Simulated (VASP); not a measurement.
Output of a VASP run:

### OSZICAR
```
       N       E                     dE             d eps       ncg     rms          rms(c)
DAV:   1     0.115376887211E+03    0.11538E+03   -0.10878E+04   512   0.126E+03
DAV:   2    -0.330886471584E+02   -0.14847E+03   -0.14559E+03   744   0.244E+02
DAV:   3    -0.429092760806E+02   -0.98206E+01   -0.95102E+01   848   0.637E+01
DAV:   4    -0.431864403831E+02   -0.27716E+00   -0.26977E+00   672   0.831E+00
DAV:   5    -0.431946803917E+02   -0.82400E-02   -0.82361E-02   800   0.111E+00    0.300E+01
DAV:   6    -0.254390115432E+02    0.17756E+02   -0.13666E+02   512   0.522E+01    0.160E+01
DAV:   7    -0.257018022888E+02   -0.26279E+00   -0.11244E+01   664   0.294E+01    0.172E+01
DAV:   8    -0.284225693606E+02   -0.27208E+01   -0.56827E-01   624   0.924E+00    0.218E+01
DAV:   9    -0.243736194935E+02    0.40489E+01   -0.91568E+00   696   0.279E+01    0.732E+00
DAV:  10    -0.254346975218E+02   -0.10611E+01   -0.18224E+00   888   0.101E+01    0.755E+00
DAV:  11    -0.253509760578E+02    0.83721E-01   -0.16523E-01   688   0.514E+00    0.882E+00
DAV:  12    -0.246037620934E+02    0.74721E+00   -0.21086E+00   792   0.168E+01    0.623E+00
DAV:  13    -0.235268345148E+02    0.10769E+01   -0.28649E+00   776   0.158E+01    0.503E+00
DAV:  14    -0.233791823180E+02    0.14765E+00   -0.11808E+00   592   0.130E+01    0.538E+00
DAV:  15    -0.233890418878E+02   -0.98596E-02   -0.16823E-01   536   0.532E+00    0.528E+00
DAV:  16    -0.235003001851E+02   -0.11126E+00   -0.52355E-02   760   0.253E+00    0.475E+00
DAV:  17    -0.235019894528E+02   -0.16893E-02   -0.31659E-03   792   0.500E-01    0.430E+00
DAV:  18    -0.235059406535E+02   -0.39512E-02   -0.29622E-02   784   0.171E+00    0.372E+00
DAV:  19    -0.235045208097E+02    0.14198E-02   -0.17578E-03   720   0.351E-01    0.362E+00
DAV:  20    -0.235039178580E+02    0.60295E-03   -0.14858E-03   832   0.252E-01    0.328E+00
DAV:  21    -0.235263774623E+02   -0.22460E-01   -0.23394E-02   640   0.174E+00    0.192E+00
DAV:  22    -0.235270257380E+02   -0.64828E-03   -0.31205E-03   728   0.585E-01    0.171E+00
DAV:  23    -0.235275222166E+02   -0.49648E-03   -0.18743E-04   696   0.128E-01    0.174E+00
DAV:  24    -0.235271536163E+02    0.36860E-03   -0.40166E-04   640   0.216E-01    0.165E+00
DAV:  25    -0.235260677872E+02    0.10858E-02   -0.12375E-03   704   0.347E-01    0.115E+00
DAV:  26    -0.235263592352E+02   -0.29145E-03   -0.46960E-04   848   0.189E-01    0.925E-01
DAV:  27    -0.235266781161E+02   -0.31888E-03   -0.20515E-04   688   0.184E-01    0.565E-01
DAV:  28    -0.235266030268E+02    0.75089E-04   -0.44600E-04   920   0.173E-01    0.220E-01
DAV:  29    -0.235266105531E+02   -0.75263E-05   -0.46947E-05   688   0.767E-02    0.182E-01
DAV:  30    -0.235265439958E+02    0.66557E-04   -0.11491E-04   536   0.143E-01    0.238E-02
DAV:  31    -0.235265943795E+02   -0.50384E-04   -0.42043E-05   528   0.808E-02    0.104E-02
DAV:  32    -0.235265957284E+02   -0.13489E-05   -0.15422E-06   728   0.141E-02    0.105E-02
DAV:  33    -0.235265963721E+02   -0.64365E-06   -0.36505E-07   600   0.718E-03    0.509E-03
DAV:  34    -0.235265962894E+02    0.82634E-07   -0.55823E-07   528   0.103E-02
   1 F= -.23526596E+02 E0= -.23526596E+02  d E =-.598730E-21
```

**OUTCAR**
```
------------------------ aborting loop because EDIFF is reached ----------------------------------------
  FORCE on cell =-STRESS in cart. coord.  units (eV):
  Direction    XX          YY          ZZ          XY          YZ          ZX
  --------------------------------------------------------------------------------------
  Total       -1.0706514     -1.0706514     -1.0706514     -0.0000000      0.0000000      0.0000000
  in kB      -18.8782581    -18.8782581    -18.8782581     -0.0000000      0.0000000      0.0000000
  external PRESSURE =     -18.8782581 kB  Pullay stress =       0.0000000 kB
  volume of cell :       90.87
      direct lattice vectors                 reciprocal lattice vectors
     0.000000000  3.568252609  3.568252609    -0.140124609  0.140124609  0.140124609
     3.568252609  0.000000000  3.568252609     0.140124609 -0.140124609  0.140124609
     3.568252609  3.568252609  0.000000000     0.140124609  0.140124609 -0.140124609
 POSITION                                       TOTAL-FORCE (eV/Angst)
 -----------------------------------------------------------------------------------
      0.00000      0.00000      0.00000         0.000000      0.000000     -0.000000
      1.78413      1.78413      1.78413        -0.000000      0.000000     -0.000000
      5.35238      5.35238      5.35238        -0.000000     -0.000000      0.000000
 -----------------------------------------------------------------------------------
    total drift:                               -0.000000     -0.000000      0.000000
  FREE ENERGIE OF THE ION-ELECTRON SYSTEM (eV)
  ---------------------------------------------------
  free  energy   TOTEN  =       -23.5265962894 eV

  energy  without entropy=      -23.5265962894  energy(sigma->0) =      -23.52659629
```
(Selected blocks of OUTCAR.)

**POSCAR**
```
SrCl2
1
    0.0000000000     3.5682526088     3.5682526088
    3.5682526088     0.0000000000     3.5682526088
    3.5682526088     3.5682526088     0.0000000000
Sr Cl
1 2
Direct
  0.0000000000   0.0000000000   0.0000000000
  0.2500000000   0.2500000000   0.2500000000
  0.7500000000   0.7500000000   0.7500000000
```

**Question.** Reconstruct the remaining input files.

**Answer.** This is not unique; one that fits is the input of the run itself, MS2 meta-GGA, plane waves, VASP's PBE PAW potentials (set 64).

### KPOINTS
```
Regular mesh
0
Gamma
 6 6 6
```

INCAR:
```
SYSTEM = SrCl2
PREC = Accurate; ENCUT = 520; LREAL = .FALSE.
LASPH = .TRUE.
EDIFF = 1E-7; NELM = 100; ALGO = Normal
LMAXMIX = 4; LMIXTAU = .TRUE.
ISMEAR = 0; SIGMA = 0.05
METAGGA = MS2
ISIF = 2
LWAVE = .FALSE.; LCHARG = .FALSE.
```

POTCAR, in this order: Sr_sv Cl (PBE.64 set). Program: vasp_std.

The compound is SrCl2 in the fluorite structure. This cell is one point of a volume scan, at 1.06 of the reference volume.
